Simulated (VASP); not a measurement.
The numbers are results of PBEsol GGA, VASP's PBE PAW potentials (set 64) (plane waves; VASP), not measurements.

VASP ran on this input.

KPOINTS:
```
Automatic mesh
0
G
17 17 17
```

File POSCAR:
```
Ir
1
    0.0000000000     1.8882009800     1.8882009800
    1.8882009800     0.0000000000     1.8882009800
    1.8882009800     1.8882009800    -0.0000000000
Ir
1
Direct
  0.0000000000   0.0000000000   0.0000000000
```

**INCAR**
```
SYSTEM  =  Ir
PREC  =  Accurate; ENCUT  =  500; LREAL  =  .FALSE.
LASPH  =  .TRUE.
EDIFF  =  1E-6; NELM  =  100; ALGO  =  Normal
LMAXMIX  =  6
ISMEAR  =  1; SIGMA  =  0.1
GGA  =  PS
IBRION  =  2; NSW  =  40; ISIF  =  3
EDIFFG  =  -0.02; PSTRESS  =  200
LWAVE  =  .FALSE.; LCHARG  =  .FALSE.
```

POTCAR, in this order: Ir (PBE.64 set). Program: vasp_std.

What VASP printed:

OUTCAR:
```
 ion  position               nearest neighbor table
   1  0.000  0.000  0.000-
  LATTYP: Found a face centered cubic cell.
 ALAT       =     3.7764019600
 Subroutine PRICEL returns:
 Original cell was already a primitive cell.
 Subroutine GETGRP returns: Found 48 space group operations
The static configuration has the point symmetry O_h .
The dynamic configuration has the point symmetry O_h .
 Subroutine INISYM returns: Found 48 space group operations
 Subroutine IBZKPT returns following result:
 Found    165 irreducible k-points:

 Following reciprocal coordinates:
            Coordinates               Weight
  0.000000  0.000000  0.000000      1.000000
  0.058824  0.000000  0.000000      8.000000
  0.117647  0.000000  0.000000      8.000000
  0.176471  0.000000  0.000000      8.000000
  0.235294  0.000000  0.000000      8.000000
  0.294118  0.000000  0.000000      8.000000
  0.352941  0.000000  0.000000      8.000000
  0.411765  0.000000  0.000000      8.000000
  0.470588  0.000000  0.000000      8.000000
  0.058824  0.058824  0.000000      6.000000
  0.117647  0.058824  0.000000     24.000000
  0.176471  0.058824  0.000000     24.000000
  0.235294  0.058824  0.000000     24.000000
  0.294118  0.058824  0.000000     24.000000
  0.352941  0.058824  0.000000     24.000000
  0.411765  0.058824  0.000000     24.000000
  0.470588  0.058824  0.000000     24.000000
 -0.470588  0.058824  0.000000     24.000000
 -0.411765  0.058824  0.000000     24.000000
 -0.352941  0.058824  0.000000     24.000000
 -0.294118  0.058824  0.000000     24.000000
 -0.235294  0.058824  0.000000     24.000000
 -0.176471  0.058824  0.000000     24.000000
 -0.117647  0.058824  0.000000     24.000000
 -0.058824  0.058824  0.000000     12.000000
...
```

File OSZICAR:
```
       N       E                     dE             d eps       ncg     rms          rms(c)
DAV:   1     0.435530620344E+02    0.43553E+02   -0.44492E+03  2688   0.100E+03
DAV:   2    -0.981454978721E+01   -0.53368E+02   -0.51835E+02  2664   0.212E+02
DAV:   3    -0.103914055694E+02   -0.57686E+00   -0.57643E+00  3840   0.296E+01
DAV:   4    -0.103953254394E+02   -0.39199E-02   -0.39197E-02  3392   0.181E+00
DAV:   5    -0.103953466583E+02   -0.21219E-04   -0.21218E-04  3872   0.806E-02    0.180E+01
DAV:   6    -0.989762008974E+01    0.49773E+00   -0.95728E-01  3112   0.138E+01    0.746E+00
DAV:   7    -0.979221128113E+01    0.10541E+00   -0.33574E-01  3488   0.754E+00    0.151E+00
DAV:   8    -0.978634508400E+01    0.58662E-02   -0.18061E-03  2888   0.664E-01    0.673E-01
DAV:   9    -0.978451591705E+01    0.18292E-02   -0.13754E-03  3464   0.645E-01    0.255E-02
DAV:  10    -0.978451670612E+01   -0.78907E-06   -0.54859E-06  3592   0.265E-02
   1 F= -.81038017E+01 E0= -.81037671E+01  d E =-.810380E+01
       N       E                     dE             d eps       ncg     rms          rms(c)
DAV:   1    -0.977610060932E+01    0.84153E-02   -0.58766E-02  2944   0.407E+00    0.447E-01
DAV:   2    -0.977479527413E+01    0.13053E-02   -0.31256E-03  3024   0.791E-01    0.152E-01
DAV:   3    -0.977463757898E+01    0.15770E-03   -0.68299E-04  3248   0.340E-01    0.370E-02
DAV:   4    -0.977463998033E+01   -0.24013E-05   -0.16023E-05  3640   0.394E-02    0.228E-03
DAV:   5    -0.977464004249E+01   -0.62160E-07   -0.12830E-07  1632   0.378E-03
   2 F= -.81033687E+01 E0= -.81033358E+01  d E =0.433069E-03
       N       E                     dE             d eps       ncg     rms          rms(c)
DAV:   1    -0.978397642778E+01   -0.93364E-02   -0.40674E-02  2912   0.338E+00    0.363E-01
DAV:   2    -0.978306876629E+01    0.90766E-03   -0.21850E-03  3016   0.659E-01    0.129E-01
DAV:   3    -0.978295545617E+01    0.11331E-03   -0.47886E-04  3224   0.284E-01    0.325E-02
DAV:   4    -0.978295452462E+01    0.93155E-06   -0.10636E-05  3568   0.340E-02    0.253E-03
DAV:   5    -0.978295461576E+01   -0.91139E-07   -0.14172E-07  1496   0.357E-03
   3 F= -.81038211E+01 E0= -.81037866E+01  d E =-.193023E-04
```

OUTCAR:
```
------------------------ aborting loop because EDIFF is reached ----------------------------------------
  FORCE on cell =-STRESS in cart. coord.  units (eV):
  Direction    XX          YY          ZZ          XY          YZ          ZX
  --------------------------------------------------------------------------------------
  Total        1.6805460      1.6805460      1.6805460     -0.0000000     -0.0000000      0.0000000
  in kB      200.1682354    200.1682354    200.1682354     -0.0000000     -0.0000000      0.0000000
  external PRESSURE =       0.1682354 kB  Pullay stress =     200.0000000 kB
  volume of cell :       13.45
      direct lattice vectors                 reciprocal lattice vectors
    -0.000000000  1.887608588  1.887608588    -0.264885423  0.264885423  0.264885423
     1.887608588 -0.000000000  1.887608588     0.264885423 -0.264885423  0.264885423
     1.887608588  1.887608588  0.000000000     0.264885423  0.264885423 -0.264885423
 POSITION                                       TOTAL-FORCE (eV/Angst)
 -----------------------------------------------------------------------------------
      0.00000      0.00000      0.00000         0.000000      0.000000      0.000000
 -----------------------------------------------------------------------------------
    total drift:                               -0.000000     -0.000000     -0.000000
  FREE ENERGIE OF THE ION-ELECTRON SYSTEM (eV)
  ---------------------------------------------------
  free  energy   TOTEN  =        -9.7829546158 eV

  energy  without entropy=       -9.7828513235  energy(sigma->0) =       -9.78292019
  enthalpy is  TOTEN    =        -8.1038210511 eV   P V=        1.6791335646

 reached required accuracy - stopping structural energy minimisation
```
(Selected blocks of OUTCAR.)

**CONTCAR**
```
Ir
   1.00000000000000
    -0.0000000000000000    1.8876085884129281    1.8876085884129281
     1.8876085884129281   -0.0000000000000000    1.8876085884129281
     1.8876085884129281    1.8876085884129281    0.0000000000000000
  Ir
     1
Direct
     0.0000000000000000    0.0000000000000000    0.0000000000000000
```

The compound is Ir in the fcc structure. This run relaxes it under an external pressure of 20 GPa. Symmetry was kept, so distortions that lower it aren't found.
